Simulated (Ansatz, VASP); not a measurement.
## Cross-check of PtS2 (1T-PtS2 monolayer) between VASP and Ansatz

Wanted: the spread between two codes on one cell, functional and k mesh. Of the first pair: The structure shown is the start of the Ansatz relaxation below; VASP solves that cell, so the two are compared at the walk's first step.

Calculated with Ansatz 0.2.0; plane waves, with VASP 6.6.1 beside it; single point at PBE with D3(BJ).

### Step 1. The starting structure

The cell holds 3 atoms: 2 S and 1 Pt. Cell: a = 3.570 Å, b = 3.570 Å, c = 35.014 Å, α = 90.0°, β = 90.0°, γ = 120.0°. Vacuum lies along c.

### Step 2. Ansatz: relaxation, PBE with D3(BJ)

Ansatz runs on its PAW soft_1 files.

The two programs are compared at the cell with which this relaxation starts, whose forces are those of its first step.

Contents of input.yaml:

```yaml
crystal:
  lattice:
    - [3.57, 0.0, 0.0]
    - [-1.785, 3.0917106915, 0.0]
    - [0.0, 0.0, 35.0140863942]
  atoms:
    - { symbol: S, position: [0.6666666667, 0.3333333333, 0.4712389127] }
    - { symbol: Pt, position: [0.0, 0.0, 0.5] }
    - { symbol: S, position: [0.3333333333, 0.6666666667, 0.5287610873] }
  periodic: [true, true, false]
kpoints:
  mp_grid: { grid: [12, 12, 1] }
hamiltonian:
  xc: pbe
  dispersion: d3bj
  pseudopotentials: { kind: paw, azcp: { folder: soft_1 } }
scf:
  occupations: { method: fermi_dirac, width: 0.05 }
  convergence: { dr2_threshold: 1.0e-09 }
relax:
  f_tol: 0.004
  max_steps: 90
  cell: {}
output:
  write_potential: true
  write_density: true
  volumetric_format: npy
```

Launch:

```
> ansatz run input.yaml --threads 2 --pin off --max-ram 3072MiB --backend cpu --events-out ev --progress --plain --runs-dir out
```

Numbers of over 12 decimals in the logs are rounded to 6 here.

Output:

```text
Warning: relax.cell: scf.convergence.dr2_threshold = 1e-9 eV is looser than the 2.07845082414e-10 eV advised for a relaxation that steers and ends on the stress (1e-10 eV for each atom of the cell: 3, times the square of relax.cell.stress_2d_tol = 0.05 N/m over 12.0 Å (the atoms' height at the walk's start and 5 Å past either face), 4.162e-2 GPa, over a crystal's default 0.05). What an SCF threshold leaves in a stress goes as its square root, and in the free energy as the threshold itself, and one threshold admits the most on a small cell: [figures from the program's tests cut] Set scf.convergence.dr2_threshold to 2.07845082414e-10 eV or tighter. [rest of the remark cut]
Engine: ansatz 0.2.0, aarch64-unknown-linux-gnu
Pseudopotentials: kind: paw
Pseudopotential: S, paw, valence charge 6, recommended cutoff 420 eV (normal), soft_1/S.paw.azcp
Pseudopotential: Pt, paw, valence charge 18, recommended cutoff 420 eV (normal), soft_1/Pt.paw.azcp
Functional definition: PBE
  parameter kappa = 0.804
  parameter beta = 0.066725
  exchange = pbe_x(kappa = kappa, mu = beta*pi^2/3)
  correlation = pbe_c(beta = beta)
Crystal: 3 atoms, lattice volume = 386.465 Å³
Basis set: ecut = 420 eV, 7455 PW (Γ), exchange–correlation on 48×48×480 points (8 copies of the dense FFT grid, shifted against one another)
Bands: 19, of which v1, the nominal top of the filled ones, is band 15 counted from 1 (14 counted from 0)
Symmetry: 12 space group operations
Space group: P-3m1 (ITA 164), of the structure as read, at distance tolerance 7.3e-5 Å
k-points: 19 of 144
Non-local potential: S, projectors of the file, l = 0: 2, l = 1: 2, l = 2: 1
Non-local potential: Pt, projectors of the file, l = 0: 3, l = 1: 2, l = 2: 2, l = 3: 1
PAW form: soft (Blöchl's): semilocal exchange-correlation on the pseudo side does not see the compensation charge
PAW one-centre angular grid: S, 110 points (default); XC on 64 Gauss nodes
PAW one-centre angular grid: Pt, 590 points (default); XC on 64 Gauss nodes
Initial density: superposition of atomic densities (neutral atoms: chi_scale 0, normalization atom)
Initial wavefunctions: pseudopotential atomic-orbital guess
Functional: x = pbe(κ = 0.804, μ = 0.219515), c = pbe(β = 0.066725)
SCF iter   1: F=—  HF=-14331.513028 eV  |F-HF|=—  |Δ(HF+E_count)|=         —  Δρ=3.86e-2  dr2=6.87e0  ethr=3.10e-3  ⟨swp⟩=18.4  Hψ=4052  notcnv=0
preconditioner: auto → Resta (q_TF=auto, 1.782 Å⁻¹)  ε∞=1.8  [insulator: Δε(μ)=1.780 eV  Ē_g=9.972 eV  σ=0.050 eV  W_gap=1.00  n_scr=18 (ndim 8)  ℏωp=8.9 eV  f_vac=0.827  D(μ)=0.00/eV (n_scr^D=0)  ε∞_Penn≈1.8  vacuum switching on, ρ_ref=7.2e-3 e/Å³]
SCF iter   2: F=—  HF=-14330.903106 eV  |F-HF|=—  |Δ(HF+E_count)|=   6.10e-1  Δρ=2.42e-2  dr2=3.67e0  ethr=3.10e-3  ⟨swp⟩=5.5  Hψ=1388  notcnv=0
SCF iter   3: F=—  HF=-14330.110604 eV  |F-HF|=—  |Δ(HF+E_count)|=   7.93e-1  Δρ=8.34e-3  dr2=9.23e-2  ethr=3.10e-3  ⟨swp⟩=5.0  Hψ=1208  notcnv=0
SCF iter   4: F=—  HF=-14330.104350 eV  |F-HF|=—  |Δ(HF+E_count)|=   6.25e-3  Δρ=9.04e-4  dr2=4.36e-3  ethr=3.08e-4  ⟨swp⟩=3.9  Hψ=952  notcnv=0
SCF iter   5: F=—  HF=-14330.103559 eV  |F-HF|=—  |Δ(HF+E_count)|=   7.92e-4  Δρ=2.74e-4  dr2=2.07e-4  ethr=1.45e-5  ⟨swp⟩=3.6  Hψ=783  notcnv=0
SCF iter   6: F=—  HF=-14330.103572 eV  |F-HF|=—  |Δ(HF+E_count)|=   1.29e-5  Δρ=1.08e-4  dr2=5.18e-5  ethr=6.89e-7  ⟨swp⟩=3.8  Hψ=955  notcnv=0
SCF iter   7: F=—  HF=-14330.103574 eV  |F-HF|=—  |Δ(HF+E_count)|=   2.66e-6  Δρ=2.63e-5  dr2=2.66e-6  ethr=1.73e-7  ⟨swp⟩=2.9  Hψ=614  notcnv=0
SCF iter   8: F=—  HF=-14330.103638 eV  |F-HF|=—  |Δ(HF+E_count)|=   6.36e-5  Δρ=4.97e-6  dr2=2.06e-7  ethr=8.86e-9  ⟨swp⟩=3.3  Hψ=846  notcnv=0
SCF iter   9: F=—  HF=-14330.103638 eV  |F-HF|=—  |Δ(HF+E_count)|=   3.17e-8  Δρ=9.31e-7  dr2=3.55e-9  ethr=6.86e-10  ⟨swp⟩=3.7  Hψ=796  notcnv=0
SCF iter  10: F=-14330.103638 eV  HF=-14330.103638 eV  |F-HF|=9.60e-10  |Δ(HF+E_count)|=   2.77e-9  Δρ=1.53e-7  dr2=5.72e-11  ethr=3.33e-12  ⟨swp⟩=14.3  Hψ=3346  notcnv=0
SCF 1 converged in 10 iterations: F = -14330.103638 eV  dr2 = 5.72e-11
  greatest PAW one-centre occupation: 1.000 electrons in one spin orbital (limit 2), on the Pt atom at site 1 (counted from 0), in its partial waves of l = 0
[...]
SCF iter   6: F=—  HF=-14330.764772 eV  |F-HF|=—  |Δ(HF+E_count)|=   6.56e-5  Δρ=2.22e-6  dr2=1.73e-8  ethr=1.65e-9  ⟨swp⟩=3.1  Hψ=790  notcnv=0
SCF iter   7: F=-14330.764772 eV  HF=-14330.764772 eV  |F-HF|=1.77e-9  |Δ(HF+E_count)|=   5.07e-9  Δρ=5.53e-7  dr2=7.94e-10  ethr=3.33e-12  ⟨swp⟩=11.2  Hψ=3617  notcnv=0
SCF 3 converged in 7 iterations: F = -14330.764772 eV  dr2 = 7.94e-10
relax step   3: F+E_penalty+E_count = -14330.76477220 eV  Δ(F+E_penalty+E_count) = -9.860e-3 eV  max|allowed force component| = 1.625e-2 eV/Å  Δτ_max = 0.0324 Å  P = -0.251 N/m  Ω = 381.744 Å³  energy of the carried Pulay correction = +2.409e-4 eV  fix = [c, alpha, beta]  reactions: c -0.000 N/m  (7 SCF iters, accepted)
[...]
relax step   4: F+E_penalty+E_count = -14330.76509053 eV  Δ(F+E_penalty+E_count) = -3.183e-4 eV  max|allowed force component| = 1.038e-2 eV/Å  Δτ_max = 0.0026 Å  P = -0.065 N/m  Ω = 380.585 Å³  energy of the carried Pulay correction = +3.006e-4 eV  fix = [c, alpha, beta]  reactions: c -0.000 N/m  (7 SCF iters, accepted)
[...]
relax step   5: F+E_penalty+E_count = -14330.76511826 eV  Δ(F+E_penalty+E_count) = -2.773e-5 eV  max|allowed force component| = 9.439e-4 eV/Å  Δτ_max = 0.0001 Å  P = -0.002 N/m  Ω = 380.347 Å³  energy of the carried Pulay correction = +3.128e-4 eV  fix = [c, alpha, beta]  reactions: c -0.000 N/m  (5 SCF iters, accepted)
[...]
relax step   6: F+E_penalty+E_count = -14330.76486725 eV  Δ(F+E_penalty+E_count) = +2.510e-4 eV  max|allowed force component| = 7.831e-4 eV/Å  Δτ_max = 0.0000 Å  P = -0.008 N/m  Ω = 380.347 Å³  fix = [c, alpha, beta]  reactions: c -0.000 N/m  stress off target by 8.22e-3 N/m on what of the cell is left free  SCF on the basis re-selected at this cell (its energy is not comparable with the rows above)  (5 SCF iters)
basis re-selected at this cell: Δ(F+E_penalty+E_count) = +2.510e-4 eV, ΔP = -0.006 N/m vs the last step (what re-selecting the basis moved, of the pressure what is left beyond the Pulay correction that the steps carried, after the strain that the cell walked since its last selection, with what the two solves' SCF thresholds leave and, on support functions, any second-order correction that the steps lacked; it is no m [...]
SCF converged after 5 iterations
Free energy (F): -14330.764867 eV
Harris-Foulkes:  -14330.764867 eV  (|F-HF|=3.37e-10)
Internal energy: -14330.764867 eV  (E = F + TS)
E sigma→0 (E₀):  -14330.764867 eV
Fermi energy:    -5.421567 eV
--- Per-component energies (eV) ---
  E_band       = -807.749723
  E_kinetic    = 805.337955
  E_local      = -59993.782221  (includes V_loc(G=0)·N_el)
  E_nonlocal   = 271.799976
  E_hartree    = 29440.469403
  E_xc         = -409.285991
  E_vxc        = -435.662373  (∫ρ·V_xc dr)
  E_paw        = -10700.379479  (= ΣΔE_a)
  E_vpaw       = -336.383261  (= ΣTr[D̂ρ^β])
  E_aug_tail   = 0.001105  (compensation charges beyond the density's cutoff)
  E_ewald      = 26255.901781
  E_disp       = -0.827397  (pairwise vdW)
  E_smearing   = -0.000000  (= −TS)
  E_closure    = 0.000000  (closes the sum)
  Σ components = -14330.764867   (vs F -14330.764867, Δ=0.00e0)
--- Forces (eV/Å), atoms counted from 1 ---
  atom   1  S      0.00000000    -0.00000000     0.00078314
  atom   2  Pt    -0.00000000     0.00000000     0.00000000
  atom   3  S     -0.00000000     0.00000000    -0.00078314
  max |Σ_I F_I| component: 2.31e-18 eV/Å
--- 2D stress c σ (N/m, compression-positive) ---
       -0.008222       0.000000       0.000000
       -0.000000      -0.008222       0.000000
        0.000000       0.000000      -0.000000
  P = ½ c Tr σ = -0.0082 N/m
--- Band table (eV; the first three rows and the last of 19) ---
  k-point 0: bands = [... 11 lower, -7.1701, -7.0569, -6.5874, -6.5874, -3.1029, -3.1029, -0.9153, -0.5579]
  k-point 1: bands = [... 11 lower, -7.5520, -6.9221, -6.5434, -6.4256, -3.5309, -3.2205, -0.7100, -0.3858]
  k-point 2: bands = [... 11 lower, -8.0784, -6.6527, -6.5195, -6.3659, -4.2773, -3.4402, -0.2280, -0.0366]
  k-point 18: bands = [... 11 lower, -8.8099, -8.6453, -7.0432, -7.0432, -4.1720, -4.1720, 0.5250, 2.6101]
  the weakly bound empty levels are not read free of the cell's end (no_gap_told)
--- Relaxed structure (5 steps of the walk, 5 accepted, 1 SCFs on fresh bases) ---
  F+E_penalty+E_count = -14330.76486725 eV   max|allowed force component| = 7.831e-4 eV/Å   (the final SCF, on the basis selected at the relaxed cell)
  cell:  # Å, volume = 380.3472 Å³
    - [3.541632, 0.0, 0]
    - [-1.770816, 3.067143, 0]
    - [0, 0, 35.0140863942]
  atoms:
    - { symbol: S, position: [0.666667, 0.333333, 0.464534] }
    - { symbol: Pt, position: [0, 0, 0.500000] }
    - { symbol: S, position: [0.333333, 0.666667, 0.535466] }
```

### Step 3. VASP: single point, PBE with D3(BJ), start cell, pair 1

The same cell, functional, mesh and smearing now go to VASP, with its own data sets.

Lines of VASP's logs that name or quote its potential files are left out, and so is its time.

Contents of INCAR:

```
SYSTEM = PtS2
PREC = Accurate
ENCUT = 400
EDIFF = 1E-06
NELM = 120
ISMEAR = -1
SIGMA = 0.05
LREAL = .FALSE.
ALGO = Normal
GGA = PE
IVDW = 12
NBANDS = 17
LASPH = .TRUE.
LORBIT = 11
LWAVE = .FALSE.
LCHARG = .FALSE.
ISIF = 2
LDIPOL = .TRUE.
IDIPOL = 3
DIPOL = 0.5 0.5 0.5
LVHAR = .TRUE.
GGA_COMPAT = .FALSE.
EFERMI = MIDGAP
NELMDL = -8
```

Contents of POSCAR:

```
PtS2
1.0
    3.5700000000      0.0000000000      0.0000000000
   -1.7850000000      3.0917110000      0.0000000000
    0.0000000000      0.0000000000     35.0140860000
S Pt
2 1
Direct
    0.6666666667      0.3333333333      0.4712389180
    0.3333333333      0.6666666667      0.5287610820
    0.0000000000      0.0000000000      0.5000000000
```

Contents of KPOINTS:

```
Automatic mesh
0
Gamma
12 12 1
0 0 0
```

PAW data sets: S and Pt (PBE family, release 64).

Launch:

```
> mpirun -np 1 vasp_std
```

Output:

```text
[banner, memory and clock lines left out]
running    1 mpi-ranks, on    1 nodes
 distrk:  each k-point on    1 cores,    1 groups
 distr:  one band on    1 cores,    1 groups

 POSCAR found type information on POSCAR S Pt
 POSCAR found :  2 types and       3 ions
 LDA part: xc-table for (Slater+PW92), standard interpolation
 POSCAR, INCAR and KPOINTS ok, starting setup
 FFT: planning ... GRIDC
 FFT: planning ... GRID_SOFT
 FFT: planning ... GRID
 WAVECAR not read
 entering main loop
       N       E                     dE             d eps       ncg     rms          rms(c)
DAV:   1     0.172756777667E+03    0.17276E+03   -0.59816E+03   678   0.724E+02
DAV:   2     0.407994080730E+01   -0.16868E+03   -0.15864E+03  1127   0.151E+02
DAV:   3    -0.159434647126E+02   -0.20023E+02   -0.19950E+02   847   0.696E+01
DAV:   4    -0.162615058812E+02   -0.31804E+00   -0.31756E+00   870   0.107E+01
DAV:   5    -0.162687142709E+02   -0.72084E-02   -0.72069E-02   953   0.153E+00
DAV:   6    -0.162689036006E+02   -0.18933E-03   -0.18932E-03   977   0.229E-01
DAV:   7    -0.162689077369E+02   -0.41363E-05   -0.41363E-05   970   0.287E-02
DAV:   8    -0.162689079524E+02   -0.21545E-06   -0.21524E-06   833   0.547E-03    0.228E+01
DAV:   9    -0.149692525444E+02    0.12997E+01   -0.80577E+00   765   0.257E+01    0.140E+01
DAV:  10    -0.148790394484E+02    0.90213E-01   -0.19441E+00   743   0.136E+01    0.527E+00
DAV:  11    -0.147959855145E+02    0.83054E-01   -0.16962E-01   792   0.431E+00    0.935E-01
DAV:  12    -0.147926264056E+02    0.33591E-02   -0.35830E-02   900   0.153E+00    0.307E-01
DAV:  13    -0.147928551580E+02   -0.22875E-03   -0.19112E-03   852   0.285E-01    0.418E-01
DAV:  14    -0.147930020063E+02   -0.14685E-03   -0.13220E-03   800   0.326E-01    0.325E-01
[...]
DAV:  18    -0.147930141404E+02   -0.19849E-04   -0.30384E-05   889   0.280E-02    0.366E-02
DAV:  19    -0.147930306586E+02   -0.16518E-04   -0.37571E-06   812   0.881E-03    0.184E-02
DAV:  20    -0.147930505942E+02   -0.19936E-04   -0.61261E-06   848   0.102E-02    0.450E-03
DAV:  21    -0.147930584321E+02   -0.78379E-05   -0.67102E-07   758   0.322E-03    0.877E-03
DAV:  22    -0.147930645015E+02   -0.60694E-05   -0.38437E-07   703   0.218E-03    0.456E-03
DAV:  23    -0.147930684863E+02   -0.39848E-05   -0.39999E-07   705   0.172E-03    0.531E-03
DAV:  24    -0.147930695791E+02   -0.10927E-05   -0.59910E-08   731   0.113E-03    0.245E-03
DAV:  25    -0.147930703374E+02   -0.75831E-06   -0.49844E-08   667   0.108E-03
   1 F= -.15635874E+02 E0= -.15635874E+02  d E =-.596496E-07
```

From OUTCAR (step 3):

```text
ion  position               nearest neighbor table
   1  0.667  0.333  0.471-   3 2.29   3 2.29   3 2.29
   2  0.333  0.667  0.529-   3 2.29   3 2.29   3 2.29
   3  0.000  0.000  0.500-   1 2.29   2 2.29   1 2.29   2 2.29   1 2.29   2 2.29

  LATTYP: Found a hexagonal cell.
 ALAT       =     3.5700000000
 C/A-ratio  =     9.8078672269

 Subroutine GETGRP returns: Found 12 space group operations
 (whereof 12 operations were pure point group operations)

The static configuration has the point symmetry D_3d.

 Found     19 irreducible k-points:

   k-points           NKPTS =     19   k-points in BZ     NKDIM =     19   number of bands    NBANDS=     17

   dimension x,y,z NGX =    24 NGY =   24 NGZ =  240
   dimension x,y,z NGXF=    48 NGYF=   48 NGZF=  480

   ENCUT  =  400.0 eV  29.40 Ry    5.42 a.u.   5.82  5.82 57.10*2*pi/ulx,y,z

   NELECT =      22.0000    total number of electrons

 k-points in reciprocal lattice and weights: Automatic mesh
   0.00000000  0.00000000  0.00000000       0.007
   0.08333333  0.00000000  0.00000000       0.042
   0.16666667  0.00000000  0.00000000       0.042
   0.25000000  0.00000000  0.00000000       0.042
   0.33333333  0.00000000  0.00000000       0.042
   0.41666667  0.00000000  0.00000000       0.042
   0.50000000  0.00000000  0.00000000       0.021
   0.08333333  0.08333333  0.00000000       0.042
   0.16666667  0.08333333  0.00000000       0.083
[...]
0.33333333  0.25000000  0.00000000       0.083
   0.33333333  0.33333333  0.00000000       0.014

 dipolmoment           0.000000      0.000000     -0.000000 electrons x Angstroem

 average (electrostatic) potential at core
       1 -95.9262       2 -95.9262       3 -79.1575

 E-fermi :  -3.4043

 k-point     1 :       0.0000    0.0000    0.0000
  band No.  band energies     occupation
    ...
      7      -8.0620      2.00000
      8      -5.3234      2.00000
      9      -5.1455      2.00000
     10      -5.1455      2.00000
     11      -4.8571      2.00000
     12      -0.7034      0.00000
     13      -0.7034      0.00000
     14       0.9149      0.00000
     15       0.9936      0.00000
     16       1.7401      0.00000
    ...

 k-point     2 :       0.0833    0.0000    0.0000
  band No.  band energies     occupation
    ...
      7      -8.1433      2.00000
      8      -5.7167      2.00000
      9      -5.1265      2.00000
     10      -5.1229      2.00000
     11      -4.5547      2.00000
     12      -1.2284      0.00000
     13      -0.8835      0.00000
     14       1.1276      0.00000
     15       1.1667      0.00000
     16       1.8515      0.00000
    ...

 k-point     3 :       0.1667    0.0000    0.0000
  band No.  band energies     occupation
    ...
      7      -8.3252      2.00000
      8      -6.4031      2.00000
      9      -5.1866      2.00000
     10      -4.6460      2.00000
     11      -4.5500      2.00000
     12      -2.1437      0.00000
     13      -1.1809      0.00000
     14       1.5225      0.00000
     15       1.5659      0.00000
     16       2.1241      0.00000
    ...

 Edisp (eV)   -0.84280

  Total       6.53031     6.53032     6.10707     0.00000    -0.00000     0.00000
  in kB      27.07290    27.07291    25.31824     0.00000    -0.00000     0.00000
  external pressure =       26.49 kB  Pullay stress =        0.00 kB

  energy-cutoff  :      400.00
  volume of cell :      386.46
      direct lattice vectors                 reciprocal lattice vectors
     3.570000000  0.000000000  0.000000000     0.280112045  0.161722748  0.000000000
    -1.785000000  3.091711000  0.000000000     0.000000000  0.323445497  0.000000000
     0.000000000  0.000000000 35.014086000     0.000000000  0.000000000  0.028559934

 POSITION                                       TOTAL-FORCE (eV/Angst)
 -----------------------------------------------------------------------------------
      1.78500      1.03057     16.50000        -0.000000      0.000000     -3.043980
     -0.00000      2.06114     18.51409         0.000000     -0.000000      3.043980
      0.00000      0.00000     17.50704        -0.000000      0.000000      0.000000
 -----------------------------------------------------------------------------------
    total drift:                                0.000000     -0.000000      0.000000

  FREE ENERGIE OF THE ION-ELECTRON SYSTEM (eV)
  ---------------------------------------------------
  free  energy   TOTEN  =       -15.6358744229 eV

  energy  without entropy=      -15.6358743632  energy(sigma->0) =      -15.63587439

 vacuum level on the upper side and lower side of the slab         1.748         1.748

 total charge
# of ion       s       p       d       tot
------------------------------------------
    1        1.356   2.348   0.000   3.704
    2        1.356   2.348   0.000   3.704
    3        0.769   0.973   8.097   9.839
--------------------------------------------------
tot          3.481   5.670   8.097  17.248

[... 3 further parts left out ...]
```

### Step 4. Side by side

Known differences besides the potentials themselves: Ansatz cuts the interaction across the vacuum, VASP repeats the sheet with a dipole correction; the data sets hold 30 valence electrons in Ansatz (on its PAW soft_1 files) and 22 in VASP; the cutoff is 420 eV in Ansatz and 400 eV in VASP. Total energies have different zeros and are not compared.

Forces (eV/Å; atoms numbered as in POSCAR):

```
atom        Ansatz x, y, z          VASP x, y, z
  S1  0.000, 0.000, -3.087  0.000, 0.000, -3.044
  S2   0.000, 0.000, 3.087   0.000, 0.000, 3.044
 Pt3   0.000, 0.000, 0.000   0.000, 0.000, 0.000
```

The forces differ by 20 meV/Å r.m.s., which is 1.4 % of the r.m.s. force of 1.435 eV/Å (both taken over all components). With vacuum in the cell, a pressure given here is an average over mostly empty space and none of the material.

(Part 1 of 2 ends here.)

[Lines on the potential files, build, host, timing and source positions are cut from VASP's logs without a mark.]

[Logs are printed without paths, hosts, clocks, repeated set-up lines and the standing remarks that a program may print on its own settings, such as how far it seeks lower states.]

[Hosts, paths, dates, database ids (printed as entryN), source tags and the programs' standing remarks are cut or masked in the printed files.]
